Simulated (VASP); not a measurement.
Given:

```
CELL_PARAMETERS angstrom
      0.00000     3.16000     3.16000
      3.16000     0.00000     3.16000
      3.16000     3.16000     0.00000
ATOMIC_POSITIONS crystal
  Sn 0.00000 0.00000 0.00000
  Te 0.50000 0.50000 0.50000
```

All values below come from PBE GGA, VASP's PBE PAW potentials (set 64) (plane waves; VASP). Run with 450 eV cut-off, 7×7×7 Γ-centred mesh, Gaussian smearing of 0.050 eV, potentials Sn_d Te.

Give the stress tensor in GPa (positive for a compressed cell).

```
1.76  0.00  0.00
0.00  1.76  0.00
0.00  0.00  1.76
```
The pressure is its mean diagonal, 1.76 GPa.

The compound is SnTe in the rock salt structure, which distorts at low temperature. The cell was not relaxed at this level. The run is one of a series of settings (ENCUT = 450 against the base run), some of them coarse on purpose.
